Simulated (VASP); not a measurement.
# MgO (Periclase): the relaxed cell at several levels

Which functional gives the lattice of MgO (Periclase) as experiment finds it, and is a dearer one worth its cost? The levels: LDA, PBEsol, PBE, r2SCAN, PBE + D3(BJ), r2SCAN + rVV10, BLYP + D3(BJ) and RPBE. The start is a cell from a database of measured crystal structures.

Calculated with VASP 6.6.1; LDA; plane waves and PAW (Mg, O), in the first sound run; inputs show where later runs differ.

The experiments to compare with:

“Infrared Optical Properties of Ferropericlase (Mg1-xFexO): Experiment and Theory” (2007, arxiv:0704.2267) quotes from earlier work for MgO, rocksalt (bulk crystal): lattice constant a (cubic lattice constant) 4.212 Å [literature value, temperature not stated].

The database entry behind the starting cell differs from later determinations by our own check (about 0.1 % long), so it need not match the best structure at ambient conditions.

## (1) Starting point

Before any relaxation, the start is as follows. The structure is cubic, space group Fm-3m (No. 225). The conventional cell has a = 4.217 Å, b = 4.217 Å, c = 4.217 Å, α = 90.00°, β = 90.00°, γ = 90.00°. Nearest to Mg lie 6 O at 2.11 Å. Nearest to O lie 6 Mg at 2.11 Å. Farther neighbours and most contacts between anions are not listed.

As a file:

```cif
data_structure
_symmetry_space_group_name_H-M 'P 1'
_symmetry_Int_Tables_number 1
_cell_length_a 2.9819
_cell_length_b 2.9819
_cell_length_c 2.9819
_cell_angle_alpha 60.000
_cell_angle_beta 60.000
_cell_angle_gamma 60.000
_cell_volume 18.75
loop_
_atom_site_label
_atom_site_type_symbol
_atom_site_fract_x
_atom_site_fract_y
_atom_site_fract_z
_atom_site_occupancy
Mg1 Mg 0.00000 0.00000 0.00000 1
O2 O 0.50000 0.50000 0.50000 1
```

## (2) Relaxation with LDA

Properties are meant for the cell that this level of theory prefers, so cell and atoms are relaxed first (ISIF = 3) until forces and stress are small; EDIFFG sets the threshold. LDA, the lowest rung, knows the local density alone.

INCAR

```
SYSTEM = MgO
PREC = Accurate
ENCUT = 560
EDIFF = 1E-06
NELM = 100
ISMEAR = -1
SIGMA = 0.05
LREAL = .FALSE.
ALGO = Normal
GGA = CA
NBANDS = 10
LORBIT = 11
LWAVE = .FALSE.
LCHARG = .FALSE.
KPAR = 2
IBRION = 2
NSW = 60
ISIF = 3
EDIFFG = -0.01
```

POSCAR

```
MgO
1.0
    0.0000000000      2.1085000000      2.1085000000
    2.1085000000      0.0000000000      2.1085000000
    2.1085000000      2.1085000000      0.0000000000
Mg O
1 1
Direct
    0.0000000000      0.0000000000      0.0000000000
    0.5000000000      0.5000000000      0.5000000000
```

KPOINTS

```
Automatic mesh
0
Gamma
9 9 9
0 0 0
```

The projector-augmented-wave data sets are Mg and O (PBE family, release 64).

Run with:

```bash
$ mpirun -np 2 vasp_std
```

Log:

```text
[banner, memory and clock lines left out]
running    2 mpi-ranks, on    1 nodes
 distrk:  each k-point on    1 cores,    2 groups
 distr:  one band on    1 cores,    1 groups

 POSCAR found type information on POSCAR MgO
 POSCAR found :  2 types and       2 ions
|                                                                             |
|               ----> ADVICE to this user running VASP <----                  |
|                                                                             |
|     You enforced a specific xc type in the INCAR file but a different       |
|     [... a line on the potential file left out ...]
|     I HOPE YOU KNOW WHAT YOU ARE DOING!                                     |
|                                                                             |

 LDA part: xc-table for (Slater(with rela. corr.)+CA(PZ))
 , standard interpolation
 POSCAR, INCAR and KPOINTS ok, starting setup
 FFT: planning ... GRIDC
 FFT: planning ... GRID_SOFT
 FFT: planning ... GRID
 WAVECAR not read
 entering main loop
       N       E                     dE             d eps       ncg     rms          rms(c)
DAV:   1     0.155529517326E+02    0.15553E+02   -0.48521E+03   780   0.755E+02
DAV:   2    -0.140517956900E+02   -0.29605E+02   -0.28926E+02   792   0.146E+02
DAV:   3    -0.147250202239E+02   -0.67322E+00   -0.67254E+00   852   0.203E+01
DAV:   4    -0.147266262317E+02   -0.16060E-02   -0.16060E-02   762   0.110E+00
DAV:   5    -0.147266311605E+02   -0.49288E-05   -0.49288E-05   794   0.607E-02    0.664E+00
DAV:   6    -0.133681937169E+02    0.13584E+01   -0.81818E+00   708   0.167E+01    0.224E+00
DAV:   7    -0.133302996412E+02    0.37894E-01   -0.59040E-02   742   0.230E+00    0.127E+00
DAV:   8    -0.133077996530E+02    0.22500E-01   -0.28743E-02   716   0.188E+00    0.198E-01
DAV:   9    -0.133076039895E+02    0.19566E-03   -0.18589E-04   790   0.113E-01    0.137E-01
DAV:  10    -0.133074664392E+02    0.13755E-03   -0.33359E-04   738   0.171E-01    0.849E-03
DAV:  11    -0.133074656481E+02    0.79109E-06   -0.39101E-06   760   0.115E-02
   1 F= -.13307466E+02 E0= -.13307466E+02  d E =-.133075E+02
 curvature:   0.00 expect dE= 0.000E+00 dE for cont linesearch  0.000E+00
 trial: gam= 0.00000 g(F)=  0.724E-62 g(S)=  0.409E-01 ort = 0.000E+00 (trialstep = 0.100E+01)
 search vector abs. value=  0.409E-01
 bond charge predicted
       N       E                     dE             d eps       ncg     rms          rms(c)
DAV:   1    -0.134851467399E+02   -0.17768E+00   -0.32801E+00   718   0.158E+01    0.305E+00
DAV:   2    -0.133232576988E+02    0.16189E+00   -0.10349E+00   722   0.640E+00    0.329E-01
DAV:   3    -0.133215860562E+02    0.16716E-02   -0.13040E-02   714   0.114E+00    0.189E-01
DAV:   4    -0.133206902208E+02    0.89584E-03   -0.92870E-04   740   0.254E-01    0.559E-02
DAV:   5    -0.133206564918E+02    0.33729E-04   -0.16411E-04   740   0.867E-02    0.116E-02
DAV:   6    -0.133206560508E+02    0.44099E-06   -0.26128E-06   470   0.123E-02
   2 F= -.13320656E+02 E0= -.13320656E+02  d E =-.131904E-01
 trial-energy change:   -0.013190  1 .order   -0.012449   -0.040889    0.015992
 step:   0.7341(harm=  0.7188)  dis= 0.00000  next Energy=   -13.322768 (dE=-0.153E-01)
 bond charge predicted
       N       E                     dE             d eps       ncg     rms          rms(c)
DAV:   1    -0.133344803335E+02   -0.13824E-01   -0.23020E-01   720   0.413E+00    0.813E-01
DAV:   2    -0.133230053716E+02    0.11475E-01   -0.75259E-02   728   0.173E+00    0.813E-02
DAV:   3    -0.133228787364E+02    0.12664E-03   -0.87440E-04   714   0.289E-01    0.467E-02
DAV:   4    -0.133228175498E+02    0.61187E-04   -0.63095E-05   736   0.682E-02    0.148E-02
DAV:   5    -0.133228151086E+02    0.24412E-05   -0.11452E-05   702   0.225E-02    0.295E-03
DAV:   6    -0.133228151049E+02    0.36761E-08   -0.21239E-07   356   0.336E-03
   3 F= -.13322815E+02 E0= -.13322815E+02  d E =-.153495E-01
 curvature:  -0.36 expect dE=-0.669E-07 dE for cont linesearch -0.669E-07
 trial: gam= 0.00000 g(F)=  0.477E-66 g(S)=  0.187E-06 ort =-0.874E-04 (trialstep = 0.947E+00)
 search vector abs. value=  0.187E-06
 reached required accuracy - stopping structural energy minimisation
```

It took 8.2 s on 2 MPI ranks of Intel Xeon Platinum 8488C (Sapphire Rapids), shared host; peak memory 0.26 GiB.

Lines that name or quote the potential files are left out of all logs, and their timing lines are given in words.

From OUTCAR (step 2):

```text
ion  position               nearest neighbor table
   1  0.000  0.000  0.000-   2 2.11   2 2.11   2 2.11   2 2.11   2 2.11   2 2.11
   2  0.500  0.500  0.500-   1 2.11   1 2.11   1 2.11   1 2.11   1 2.11   1 2.11

  LATTYP: Found a face centered cubic cell.
 ALAT       =     4.2170000000

 Subroutine GETGRP returns: Found 48 space group operations
 (whereof 48 operations were pure point group operations)

The static configuration has the point symmetry O_h .

 Found     35 irreducible k-points:

   k-points           NKPTS =     35   k-points in BZ     NKDIM =     35   number of bands    NBANDS=     10

   dimension x,y,z NGX =    24 NGY =   24 NGZ =   24
   dimension x,y,z NGXF=    48 NGYF=   48 NGZF=   48

   ENCUT  =  560.0 eV  41.16 Ry    6.42 a.u.   5.75  5.75  5.75*2*pi/ulx,y,z

   NELECT =       8.0000    total number of electrons

 k-points in reciprocal lattice and weights: Automatic mesh
   0.00000000  0.00000000  0.00000000       0.001
   0.11111111  0.00000000  0.00000000       0.011
   0.22222222  0.00000000  0.00000000       0.011
   0.33333333  0.00000000  0.00000000       0.011
   0.44444444  0.00000000  0.00000000       0.011
   0.11111111  0.11111111  0.00000000       0.008
   0.22222222  0.11111111  0.00000000       0.033
   0.33333333  0.11111111  0.00000000       0.033
   0.44444444  0.11111111  0.00000000       0.033
[...]
-0.33333333  0.44444444  0.11111111       0.033
  -0.33333333  0.44444444  0.22222222       0.033

 average (electrostatic) potential at core
       1 -34.0420       2 -69.2259

 E-fermi :   4.1502

 k-point     1 :       0.0000    0.0000    0.0000
  band No.  band energies     occupation
      1     -14.0904      2.00000
      2       3.1034      2.00000
      3       3.1034      2.00000
      4       3.1034      2.00000
      5       8.1476      0.00000
      6      18.8347      0.00000
      7      18.8347      0.00000
      8      18.8347      0.00000
      9      22.9433      0.00000
    ...

 k-point     2 :       0.1111    0.0000    0.0000
  band No.  band energies     occupation
      1     -13.9466      2.00000
      2       2.3039      2.00000
      3       3.0131      2.00000
      4       3.0131      2.00000
      5       8.8869      0.00000
      6      17.4063      0.00000
      7      19.1436      0.00000
      8      19.1436      0.00000
      9      23.8604      0.00000
    ...

 k-point     3 :       0.2222    0.0000    0.0000
  band No.  band energies     occupation
      1     -13.5571      2.00000
      2       0.7401      2.00000
      3       2.7941      2.00000
      4       2.7941      2.00000
      5      10.1737      0.00000
      6      15.8975      0.00000
      7      19.7110      0.00000
      8      19.7110      0.00000
      9      23.2659      0.00000
    ...

  Total        0.0016067      0.0016067      0.0016067     -0.0000000      0.0000000     -0.0000000
  in kB        0.1429444      0.1429444      0.1429444     -0.0000000      0.0000000     -0.0000000
  external PRESSURE =       0.1429444 kB  Pullay stress =       0.0000000 kB

  energy-cutoff  :      560.00
  volume of cell :       18.01
      direct lattice vectors                 reciprocal lattice vectors
    -0.000000000  2.080433513  2.080433513    -0.240334525  0.240334525  0.240334525
     2.080433513  0.000000000  2.080433513     0.240334525 -0.240334525  0.240334525
     2.080433513  2.080433513  0.000000000     0.240334525  0.240334525 -0.240334525

 POSITION                                       TOTAL-FORCE (eV/Angst)
 -----------------------------------------------------------------------------------
      0.00000      0.00000      0.00000         0.000000      0.000000     -0.000000
      2.08043      2.08043      2.08043         0.000000      0.000000      0.000000
 -----------------------------------------------------------------------------------
    total drift:                               -0.000000     -0.000000      0.000000

  FREE ENERGIE OF THE ION-ELECTRON SYSTEM (eV)
  ---------------------------------------------------
  free  energy   TOTEN  =       -13.3228151049 eV

  energy  without entropy=      -13.3228151049  energy(sigma->0) =      -13.32281510

 reached required accuracy - stopping structural energy minimisation

 total charge
# of ion       s       p       d       tot
------------------------------------------
    1        0.157   0.196   0.090   0.444
    2        1.526   3.557   0.000   5.083
--------------------------------------------------
tot          1.683   3.753   0.090   5.526

[... 3 further parts left out ...]
```

The gap is read on the k-mesh alone, so it is an upper bound where the band edges lie off the mesh. The PAW data sets were made with PBE, though LDA sets exist; this is a small mismatch. The run keeps the 48 symmetry operations of its start, so it cannot find a distortion of lower symmetry.

Step by step:

```
step  energy less that of the first step (eV)  largest force (eV/Å)  pressure (GPa)  volume (Å³)
   1                                   0.0000                0.0000           -6.42        18.75
   2                                  -0.0132                0.0000            2.65        17.75
   3                                  -0.0153                0.0000            0.01        18.01
```

```
conventional cell, symmetrised  before  after  change
                         a (Å)   4.217  4.161  -1.3 %
                         b (Å)   4.217  4.161  -1.3 %
                         c (Å)   4.217  4.161  -1.3 %
              volume (Å³/atom)    9.37   9.00  -3.9 %
```

Final coordinates:

```
Mg O
1.0
     0.00000    2.08043    2.08043
     2.08043    0.00000    2.08043
     2.08043    2.08043    0.00000
Mg O
1 1
Direct
  0.00000 0.00000 0.00000
  0.50000 0.50000 0.50000
```

This step gave:

```
electrons                       : 8
bands                           : 10
irreducible k-points            : 35
symmetry operations             : 48
free energy (TOTEN)             : -13.32 eV
Fermi energy                    : 4.150 eV
pressure                        : 0.01429 GPa
metallic                        : no
valence top at k                : 0, 0, 0
conduction bottom at k          : 0, 0, 0
least direct gap at k           : 0, 0, 0
SCF cycles over all ionic steps : 23
gap on the k-mesh               : 5.044 eV
least direct gap on the k-mesh  : 5.044 eV
```

It ends with forces that vanish by symmetry and a pressure of 0.01 GPa. The volume lies -3.9 % from that of the database's start, which holds the thermal and zero-point expansion of its experiment. LDA is known to overbind. The conventional cell has a = 4.161 Å.

## (3) Relaxation with PBEsol

This step: PBEsol; plane waves and PAW (Mg, O) (VASP 6.6.1).

PBEsol restores the gradient expansion of exchange and is tuned for the cells of solids.

Changes to INCAR since step 2:

```diff
@@ -9,3 +9,3 @@
 ALGO = Normal
-GGA = CA
+GGA = PS
 NBANDS = 10
```

POSCAR is that of step 2.

KPOINTS is that of step 2.

Run with:

```bash
$ mpirun -np 2 vasp_std
```

Log:

```text
[banner, memory and clock lines left out]
running    2 mpi-ranks, on    1 nodes
 distrk:  each k-point on    1 cores,    2 groups
 distr:  one band on    1 cores,    1 groups

 POSCAR found type information on POSCAR MgO
 POSCAR found :  2 types and       2 ions
 [... a notice as in an earlier step ...]

 LDA part: xc-table for (Slater+PW92), standard interpolation
 POSCAR, INCAR and KPOINTS ok, starting setup
 FFT: planning ... GRIDC
 FFT: planning ... GRID_SOFT
 FFT: planning ... GRID
 WAVECAR not read
 entering main loop
       N       E                     dE             d eps       ncg     rms          rms(c)
DAV:   1     0.164939018871E+02    0.16494E+02   -0.48641E+03   780   0.755E+02
DAV:   2    -0.132200374352E+02   -0.29714E+02   -0.29039E+02   792   0.146E+02
DAV:   3    -0.138961524192E+02   -0.67611E+00   -0.67543E+00   852   0.203E+01
DAV:   4    -0.138977579973E+02   -0.16056E-02   -0.16055E-02   766   0.110E+00
DAV:   5    -0.138977629577E+02   -0.49604E-05   -0.49603E-05   790   0.612E-02    0.666E+00
DAV:   6    -0.125512263808E+02    0.13465E+01   -0.79051E+00   708   0.166E+01    0.221E+00
DAV:   7    -0.125272275639E+02    0.23999E-01   -0.45841E-02   742   0.216E+00    0.129E+00
DAV:   8    -0.125137867710E+02    0.13441E-01   -0.22848E-02   712   0.188E+00    0.197E-01
DAV:   9    -0.125135985847E+02    0.18819E-03   -0.21421E-04   800   0.115E-01    0.134E-01
DAV:  10    -0.125135348287E+02    0.63756E-04   -0.36704E-04   752   0.160E-01    0.623E-03
DAV:  11    -0.125135356576E+02   -0.82891E-06   -0.43787E-06   742   0.158E-02
   1 F= -.12513536E+02 E0= -.12513536E+02  d E =-.125135E+02
 curvature:   0.00 expect dE= 0.000E+00 dE for cont linesearch  0.000E+00
 trial: gam= 0.00000 g(F)=  0.300E-61 g(S)=  0.826E-03 ort = 0.000E+00 (trialstep = 0.100E+01)
 search vector abs. value=  0.826E-03
 bond charge predicted
       N       E                     dE             d eps       ncg     rms          rms(c)
DAV:   1    -0.125170775564E+02   -0.35427E-02   -0.64770E-02   722   0.219E+00    0.431E-01
DAV:   2    -0.125138519614E+02    0.32256E-02   -0.20888E-02   728   0.901E-01    0.437E-02
DAV:   3    -0.125138187189E+02    0.33243E-04   -0.22967E-04   712   0.152E-01    0.252E-02
DAV:   4    -0.125138050205E+02    0.13698E-04   -0.18085E-05   740   0.374E-02    0.757E-03
DAV:   5    -0.125138051610E+02   -0.14048E-06   -0.29486E-06   676   0.113E-02
   2 F= -.12513805E+02 E0= -.12513805E+02  d E =-.269503E-03
 trial-energy change:   -0.000270  1 .order   -0.000266   -0.000826    0.000295
 step:   0.7371(harm=  0.7371)  dis= 0.00000  next Energy=   -12.513840 (dE=-0.304E-03)
 bond charge predicted
       N       E                     dE             d eps       ncg     rms          rms(c)
DAV:   1    -0.125140682529E+02   -0.26323E-03   -0.44554E-03   722   0.573E-01    0.113E-01
DAV:   2    -0.125138443629E+02    0.22389E-03   -0.14433E-03   726   0.237E-01    0.113E-02
DAV:   3    -0.125138436903E+02    0.67251E-06   -0.15627E-05   712   0.396E-02    0.651E-03
DAV:   4    -0.125138423221E+02    0.13683E-05   -0.12152E-06   358   0.979E-03    0.195E-03
DAV:   5    -0.125138421198E+02    0.20227E-06   -0.20147E-07   350   0.297E-03
   3 F= -.12513842E+02 E0= -.12513842E+02  d E =-.306462E-03
 curvature:  -0.37 expect dE=-0.625E-08 dE for cont linesearch -0.625E-08
 trial: gam=-0.00451 g(F)=  0.751E-62 g(S)=  0.170E-07 ort = 0.374E-05 (trialstep = 0.947E+00)
 search vector abs. value=  0.100E-09
 reached required accuracy - stopping structural energy minimisation
```

Elapsed: 9.2 s, on 2 MPI ranks; peak memory 0.28 GiB; 18 s of CPU time.

From OUTCAR (step 3):

```text
The static configuration has the point symmetry O_h .

 Found     35 irreducible k-points:

   NELECT =       8.0000    total number of electrons

 E-fermi :   4.0541

 k-point     1 :       0.0000    0.0000    0.0000
  band No.  band energies     occupation
      1     -14.1339      2.00000
      2       3.0829      2.00000
      3       3.0829      2.00000
      4       3.0829      2.00000
      5       7.7390      0.00000
      6      18.7283      0.00000
      7      18.7283      0.00000
      8      18.7283      0.00000
      9      22.5763      0.00000
    ...

 k-point     2 :       0.1111    0.0000    0.0000
  band No.  band energies     occupation
      1     -14.0013      2.00000
      2       2.2864      2.00000
      3       2.9986      2.00000
      4       2.9986      2.00000
      5       8.4972      0.00000
      6      17.2725      0.00000
      7      19.0223      0.00000
      8      19.0223      0.00000
      9      23.6316      0.00000
    ...

  Total       -0.0004841     -0.0004841     -0.0004841     -0.0000000      0.0000000     -0.0000000
  in kB       -0.0416063     -0.0416063     -0.0416063     -0.0000000      0.0000000     -0.0000000
  external PRESSURE =      -0.0416063 kB  Pullay stress =       0.0000000 kB

  energy-cutoff  :      560.00
  volume of cell :       18.64
      direct lattice vectors                 reciprocal lattice vectors
    -0.000000000  2.104494705  2.104494705    -0.237586723  0.237586723  0.237586723
     2.104494705  0.000000000  2.104494705     0.237586723 -0.237586723  0.237586723
     2.104494705  2.104494705  0.000000000     0.237586723  0.237586723 -0.237586723

 POSITION                                       TOTAL-FORCE (eV/Angst)
 -----------------------------------------------------------------------------------
      0.00000      0.00000      0.00000        -0.000000     -0.000000     -0.000000
      2.10449      2.10449      2.10449         0.000000      0.000000      0.000000
 -----------------------------------------------------------------------------------
    total drift:                               -0.000000     -0.000000      0.000000

  FREE ENERGIE OF THE ION-ELECTRON SYSTEM (eV)
  ---------------------------------------------------
  free  energy   TOTEN  =       -12.5138421198 eV

  energy  without entropy=      -12.5138421197  energy(sigma->0) =      -12.51384212

 total charge
# of ion       s       p       d       tot
------------------------------------------
    1        0.150   0.182   0.080   0.413
    2        1.535   3.543   0.000   5.078
--------------------------------------------------
tot          1.685   3.725   0.080   5.490

[... 8 parts as in an earlier step ...]

[... 5 further parts left out ...]
```

The PAW data sets were made with PBE, which is usual practice but a small mismatch for other functionals.

Step by step:

```
step  energy less that of the first step (eV)  largest force (eV/Å)  pressure (GPa)  volume (Å³)
   1                                   0.0000                0.0000           -0.91        18.75
   2                                  -0.0003                0.0000            0.33        18.60
   3                                  -0.0003                0.0000            0.00        18.64
```

```
conventional cell, symmetrised  before  after  change
                         a (Å)   4.217  4.209  -0.2 %
                         b (Å)   4.217  4.209  -0.2 %
                         c (Å)   4.217  4.209  -0.2 %
              volume (Å³/atom)    9.37   9.32  -0.6 %
```

The relaxed structure:

```xyz
2
Lattice="0.0000 2.1045 2.1045 2.1045 0.0000 2.1045 2.1045 2.1045 0.0000" Properties=species:S:1:pos:R:3 pbc="T T T"
Mg    0.0000    0.0000    0.0000
O     2.1045    2.1045    2.1045
```

This step gave:

```yaml
free_energy_toten: -12.51 eV
fermi_energy: 4.054 eV
pressure: -0.004161 GPa
scf_cycles_over_all_ionic_steps: 21
gap_on_the_k_mesh: 4.656 eV
least_direct_gap_on_the_k_mesh: 4.656 eV
```

It ends at 9.321 Å³/atom, -0.6 % from the start, with 0.00 GPa left. The conventional cell has a = 4.209 Å.

(Part 1 of 3 ends here.)

[Lines on the potential files, build, host, timing and source positions are cut from VASP's logs without a mark.]

[Logs are printed without paths, hosts, clocks, repeated set-up lines and the standing remarks that a program may print on its own settings, such as how far it seeks lower states.]

[Hosts, paths, dates, database ids (printed as entryN), source tags and the programs' standing remarks are cut or masked in the printed files.]

[Measured values are set beside computed ones only where the two were judged alike; some that the calculation misses by far are left out.]

[In band tables of VASP the shares of atoms and orbitals are scaled to a sum of 1 inside the atoms' spheres.]
